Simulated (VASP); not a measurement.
Crystal: C.

```
C
1.0
     0.00000    1.78350    1.78350
     1.78350    0.00000    1.78350
     1.78350    1.78350    0.00000
C
2
Direct
  0.00000 0.00000 0.00000
  0.25000 0.25000 0.25000
```

This isn't the form of C at room conditions, which is graphite.

Base run:

- Program: VASP 6.6.1
- Functional: HSE06
- Potentials or basis: VASP PAW PBE potentials, release 64 (C)
- Cutoff: 420 eV
- k mesh: 8 × 8 × 8
- Occupations: gaussian, width 0.05 eV
- Spin: no spin polarisation

Its results: band gap on the k mesh 5.29 eV, indirect (least direct gap 6.98 eV).

**Question.** The run is repeated on the same cell with these changes: functional from HSE06 to PBE. What comes out?

**Answer.** Band gap on the k mesh 4.12 eV, indirect (least direct gap 5.58 eV).

HSE06 gives the wider gap, since exact exchange removes part of the self-interaction.

A k mesh can miss the band edges.
